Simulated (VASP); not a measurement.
Given:

```xyz
2
Lattice="0.0000 2.8198 2.8198 2.8198 0.0000 2.8198 2.8198 2.8198 0.0000" Properties=species:S:1:pos:R:3 pbc="T T T"
Ca     0.0000     0.0000     0.0000
S      2.8198     2.8198     2.8198
```

Calculation: PBEsol GGA, VASP's PBE PAW potentials (set 64) (plane waves; VASP). Settings: 400 eV cut-off, 7×7×7 Γ-centred mesh, Gaussian smearing of 0.050 eV, potentials Ca_sv S.

Question: Estimate the energy per atom (σ→0).

Answer: 
```
Quantity                       Result
---------------------  --------------
energy per atom (σ→0)  -5.458 eV/atom
```

The compound is CaS in the rock salt structure. It was relaxed first. The start is the result of an earlier pass.
